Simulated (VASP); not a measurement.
Output of a VASP run:

File OSZICAR:
```
...
DAV:  41     0.173624829704E+02   -0.42485E-02   -0.19473E-04   595   0.147E-01    0.101E+00
DAV:  42     0.173618536328E+02   -0.62934E-03   -0.16314E-05   520   0.501E-02    0.101E+00
DAV:  43     0.173587221238E+02   -0.31315E-02   -0.80014E-05   520   0.101E-01    0.983E-01
DAV:  44     0.173596701443E+02    0.94802E-03   -0.98694E-05   520   0.115E-01    0.975E-01
DAV:  45     0.173530666943E+02   -0.66034E-02   -0.13668E-04   525   0.122E-01    0.918E-01
DAV:  46     0.173302597395E+02   -0.22807E-01   -0.21349E-03   520   0.422E-01    0.691E-01
DAV:  47     0.173208948052E+02   -0.93649E-02   -0.90805E-04   560   0.204E-01    0.524E-01
DAV:  48     0.173160741406E+02   -0.48207E-02   -0.58069E-04   580   0.154E-01    0.379E-01
DAV:  49     0.173136172967E+02   -0.24568E-02   -0.37601E-04   565   0.121E-01    0.270E-01
DAV:  50     0.173114222515E+02   -0.21950E-02   -0.36922E-04   580   0.143E-01    0.181E-01
DAV:  51     0.173107620016E+02   -0.66025E-03   -0.18574E-04   580   0.895E-02    0.992E-02
DAV:  52     0.173105467391E+02   -0.21526E-03   -0.39202E-05   615   0.419E-02    0.634E-02
DAV:  53     0.173104862365E+02   -0.60503E-04   -0.28070E-05   575   0.304E-02    0.310E-02
DAV:  54     0.173104668189E+02   -0.19418E-04   -0.81006E-06   620   0.182E-02    0.115E-02
DAV:  55     0.173104636619E+02   -0.31570E-05   -0.16386E-06   510   0.114E-02    0.166E-03
DAV:  56     0.173104629311E+02   -0.73082E-06   -0.34269E-06   520   0.136E-02
   1 F= 0.17310463E+02 E0= 0.17310463E+02  d E =0.173105E+02
       N       E                     dE             d eps       ncg     rms          rms(c)
DAV:   1     0.172780670673E+02   -0.32397E-01   -0.46539E-01   680   0.129E+01    0.105E+00
DAV:   2     0.173026722048E+02    0.24605E-01   -0.46154E-02   640   0.439E+00    0.487E-01
DAV:   3     0.173090240668E+02    0.63519E-02   -0.92792E-03   640   0.172E+00    0.104E-01
DAV:   4     0.173099426335E+02    0.91857E-03   -0.19988E-03   540   0.680E-01    0.243E-02
DAV:   5     0.173095709549E+02   -0.37168E-03   -0.52916E-04   520   0.230E-01    0.255E-02
DAV:   6     0.173095376194E+02   -0.33336E-04   -0.13143E-04   525   0.125E-01    0.850E-03
DAV:   7     0.173095185583E+02   -0.19061E-04   -0.78022E-05   520   0.116E-01    0.347E-03
DAV:   8     0.173094982230E+02   -0.20335E-04   -0.15402E-05   525   0.423E-02    0.156E-03
DAV:   9     0.173094963432E+02   -0.18798E-05   -0.12128E-06   500   0.138E-02    0.543E-04
DAV:  10     0.173094974484E+02    0.11052E-05   -0.13083E-06   460   0.169E-02    0.423E-04
DAV:  11     0.173094961342E+02   -0.13141E-05   -0.26103E-07   275   0.808E-03    0.131E-04
DAV:  12     0.173094962816E+02    0.14737E-06   -0.18448E-08   260   0.219E-03
   2 F= 0.17309496E+02 E0= 0.17309507E+02  d E =-.966649E-03
       N       E                     dE             d eps       ncg     rms          rms(c)
DAV:   1     0.173071386983E+02   -0.23574E-02   -0.32534E-02   680   0.333E+00    0.281E-01
DAV:   2     0.173089014997E+02    0.17628E-02   -0.34420E-03   645   0.124E+00    0.129E-01
DAV:   3     0.173093419746E+02    0.44047E-03   -0.60851E-04   648   0.437E-01    0.293E-02
DAV:   4     0.173093903563E+02    0.48382E-04   -0.13478E-04   548   0.171E-01    0.645E-03
DAV:   5     0.173093710368E+02   -0.19320E-04   -0.36604E-05   520   0.606E-02    0.699E-03
DAV:   6     0.173093653726E+02   -0.56642E-05   -0.10129E-05   525   0.346E-02    0.225E-03
DAV:   7     0.173093650840E+02   -0.28862E-06   -0.58955E-06   520   0.318E-02
   3 F= 0.17309365E+02 E0= 0.17309369E+02  d E =-.109785E-02
```

### OUTCAR
```
------------------------ aborting loop because EDIFF is reached ----------------------------------------
  FORCE on cell =-STRESS in cart. coord.  units (eV):
  Direction    XX          YY          ZZ          XY          YZ          ZX
  --------------------------------------------------------------------------------------
  Total       -0.0055446     -0.0055446     -0.0055446      0.0000000      0.0000000     -0.0000000
  in kB       -0.1548461     -0.1548461     -0.1548461      0.0000000      0.0000000     -0.0000000
  external PRESSURE =      -0.1548461 kB  Pullay stress =       0.0000000 kB
  volume of cell :       57.37
      direct lattice vectors                 reciprocal lattice vectors
     0.000000000  3.061138500  3.061138500    -0.163337921  0.163337921  0.163337921
     3.061138500 -0.000000000  3.061138500     0.163337921 -0.163337921  0.163337921
     3.061138500  3.061138500  0.000000000     0.163337921  0.163337921 -0.163337921
  FREE ENERGIE OF THE ION-ELECTRON SYSTEM (eV)
  ---------------------------------------------------
  free  energy   TOTEN  =        17.3093650840 eV

  energy  without entropy=       17.3093728494  energy(sigma->0) =       17.30936897

 reached required accuracy - stopping structural energy minimisation
```
(Selected blocks of OUTCAR.)

### POSCAR
```
GaSb
1
    0.0000000000     3.0500000000     3.0500000000
    3.0500000000     0.0000000000     3.0500000000
    3.0500000000     3.0500000000     0.0000000000
Ga Sb
1 1
Direct
  0.0000000000   0.0000000000   0.0000000000
  0.2500000000   0.2500000000   0.2500000000
```

Problem. Reconstruct the remaining input files.

Solution. One answer among several that fit: the input of the run itself, revTPSS meta-GGA, plane waves, VASP's PBE PAW potentials (set 64).

File KPOINTS:
```
Automatic
0
Gamma
 7 7 7
```

INCAR:
```
SYSTEM  =  GaSb
PREC  =  Accurate; ENCUT  =  520; LREAL  =  .False.
LASPH  =  .True.
EDIFF  =  1E-6; NELM  =  100; ALGO  =  Normal
LMAXMIX  =  4; LMIXTAU  =  .True.
ISMEAR  =  0; SIGMA  =  0.05
METAGGA  =  RTPSS
IBRION  =  2; NSW  =  60; ISIF  =  3
EDIFFG  =  -0.01
LWAVE  =  .False.; LCHARG  =  .False.
```

POTCAR, in this order: Ga_d Sb (PBE.64 set). Program: vasp_std.

The compound is GaSb in the zinc blende structure. This run relaxes it. Symmetry was kept, so distortions that lower it aren't found.
